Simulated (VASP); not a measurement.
Level of theory: PBEsol GGA, VASP's PBE PAW potentials (set 64) (plane waves; VASP).

The input files of a VASP run:

POSCAR:
```
NbTi3C4
8.6779230
  0.5000000249   0.0000000000   0.0000000000
  0.0000000000   0.5000000249   0.0000000000
  0.0000000000   0.0000000000   0.5000000249
Ti C Nb
3 4 1
Cartesian
  0.0000000000   0.0000000000   0.0000000000
  0.2500000124   0.2500000124   0.0000000000
  0.2500000124   0.0000000000   0.2500000124
  0.2500000124   0.2500000124   0.2500000124
  0.0000000000   0.0000000000   0.2500000124
  0.0000000000   0.2500000124   0.0000000000
  0.2500000124   0.0000000000   0.0000000000
  0.0000000000   0.2500000124   0.2500000124
```

File KPOINTS:
```
k-points along high-symmetry lines
15
Line-mode
Reciprocal
  0.000000   0.000000   0.000000 ! GAMMA
  0.000000   0.500000   0.000000 ! X

  0.000000   0.500000   0.000000 ! X
  0.500000   0.500000   0.000000 ! M

  0.500000   0.500000   0.000000 ! M
  0.000000   0.000000   0.000000 ! GAMMA

  0.000000   0.000000   0.000000 ! GAMMA
  0.500000   0.500000   0.500000 ! R

  0.500000   0.500000   0.500000 ! R
  0.000000   0.500000   0.000000 ! X

  0.500000   0.500000   0.500000 ! R
  0.500000   0.500000   0.000000 ! M
```

### INCAR
```
SYSTEM = NbTi3C4
PREC = Accurate
ENCUT = 520
EDIFF = 1E-7
NELM = 100
ALGO = Normal
LREAL = .FALSE.
LASPH = .TRUE.
ISMEAR = 0
SIGMA = 0.05
GGA = PS
LMAXMIX = 4
LWAVE = .FALSE.
LCHARG = .FALSE.
LORBIT = 11
ICHARG = 11
```

POTCAR, in this order: Ti_sv C Nb_sv (PBE.64 set). Program: vasp_std. Read from the step before: CHGCAR.

Output of the run:

### OUTCAR
```
 ion  position               nearest neighbor table
   1  0.000  0.000  0.000-   5 2.17   6 2.17   7 2.17   5 2.17   6 2.17   7 2.17
   2  0.500  0.500  0.000-   4 2.17   6 2.17   7 2.17   4 2.17   7 2.17   6 2.17
   3  0.500  0.000  0.500-   4 2.17   5 2.17   7 2.17   7 2.17   4 2.17   5 2.17
   4  0.500  0.500  0.500-   2 2.17   3 2.17   8 2.17   2 2.17   3 2.17   8 2.17
   5  0.000  0.000  0.500-   1 2.17   3 2.17   8 2.17   1 2.17   8 2.17   3 2.17
   6  0.000  0.500  0.000-   1 2.17   2 2.17   8 2.17   8 2.17   1 2.17   2 2.17
   7  0.500  0.000  0.000-   1 2.17   2 2.17   3 2.17   3 2.17   2 2.17   1 2.17
   8  0.000  0.500  0.500-   4 2.17   5 2.17   6 2.17   6 2.17   5 2.17   4 2.17
  LATTYP: Found a simple cubic cell.
 ALAT       =     4.3389617157
 Subroutine PRICEL returns:
 Original cell was already a primitive cell.
 Subroutine GETGRP returns: Found 48 space group operations
The static configuration has the point symmetry D_4h.
 The point group associated with its full space group is O_h .
The dynamic configuration has the point symmetry D_4h.
 Subroutine INISYM returns: Found 48 space group operations
   k-points           NKPTS =     90   k-points in BZ     NKDIM =     90   number of bands    NBANDS=     39
   number of dos      NEDOS =    301   number of ions     NIONS =      8
   total plane-waves  NPLWV =  32768
   dimension x,y,z NGX =    32 NGY =   32 NGZ =   32
   dimension x,y,z NGXF=    64 NGYF=   64 NGZF=   64
   ions per type =               3   4   1
   PREC   = accura    normal or accurate (medium, high low for compatibility)
...
```

### OSZICAR
```
       N       E                     dE             d eps       ncg     rms          rms(c)
DAV:   1     0.874377225558E+03    0.87438E+03   -0.32673E+04  7020   0.201E+03
DAV:   2     0.537910305014E+02   -0.82059E+03   -0.80000E+03  7034   0.636E+02
DAV:   3    -0.677423131080E+02   -0.12153E+03   -0.11597E+03 11440   0.205E+02
DAV:   4    -0.793493210028E+02   -0.11607E+02   -0.11205E+02 10400   0.598E+01
DAV:   5    -0.801198399213E+02   -0.77052E+00   -0.74096E+00 11450   0.145E+01
DAV:   6    -0.801640936643E+02   -0.44254E-01   -0.40521E-01 10668   0.294E+00
DAV:   7    -0.801668953270E+02   -0.28017E-02   -0.27721E-02 11810   0.616E-01
DAV:   8    -0.801671087891E+02   -0.21346E-03   -0.21300E-03 10692   0.133E-01
DAV:   9    -0.801671298489E+02   -0.21060E-04   -0.20997E-04 10602   0.318E-02
DAV:  10    -0.801671328858E+02   -0.30369E-05   -0.30320E-05  8323   0.846E-03
DAV:  11    -0.801671333439E+02   -0.45807E-06   -0.45588E-06  6473   0.279E-03
DAV:  12    -0.801671334179E+02   -0.74041E-07   -0.73823E-07  5853   0.116E-03
   1 F= -.80167133E+02 E0= -.80165421E+02  d E =-.342385E-02
```

### OUTCAR
```
 val. band max:       10.3187157442   @ k =   0.0714   0.0714   0.0714

 cond. band min:      10.3504936190   @ k =   0.0000   0.1071   0.0000



 k-point     1 :       0.0000    0.0000    0.0000
  band No.  band energies     occupation
      1     -46.1090      2.00000
      2     -46.0331      2.00000
      3     -46.0331      2.00000
      4     -44.4605      2.00000
      5     -22.6502      2.00000
      6     -22.6502      2.00000
      7     -22.6502      2.00000
      8     -22.4439      2.00000
      9     -22.4439      2.00000
     10     -22.4439      2.00000
     11     -22.3239      2.00000
     12     -22.3239      2.00000
     13     -22.3239      2.00000
     14     -20.6492      2.00000
     15     -20.6492      2.00000
     16     -20.6492      2.00000
     17      -2.3447      2.00000
     18      -0.5389      2.00000
     19      -0.5389      2.00000
     20       0.1543      2.00000
     21       6.8357      2.00000
     22       6.8357      2.00000
     23       6.8357      2.00000
     24       7.8924      2.00000
     25       7.8924      2.00000
     26       7.8924      2.00000
     27       9.8259      2.00000
     28       9.8259      2.00000
     29       9.8259      2.00000
     30      10.2744      1.96721
     31      10.2744      1.96721
     32      10.2744      1.96721
     33      10.6034      0.00000
     34      10.6034      0.00000
     35      10.6034      0.00000
     36      11.6188      0.00000
     37      11.6188      0.00000
     38      11.7763      0.00000
     39      11.8166      0.00000

 k-point     2 :       0.0000    0.0357    0.0000
  band No.  band energies     occupation
      1     -46.1088      2.00000
      2     -46.0333      2.00000
      3     -46.0331      2.00000
      4     -44.4605      2.00000
      5     -22.6494      2.00000
      6     -22.6494      2.00000
      7     -22.6491      2.00000
      8     -22.4440      2.00000
      9     -22.4440      2.00000
     10     -22.4439      2.00000
...
```

The density is held fixed in this step, so its total energy and stress have no physical meaning.

The structure was generated: NbTi3C4 was put into an ordered model structure (Pm-3m), which need not be its known phase. It was relaxed first. The electron count is odd and the run is not spin-polarised, which forces a metal.
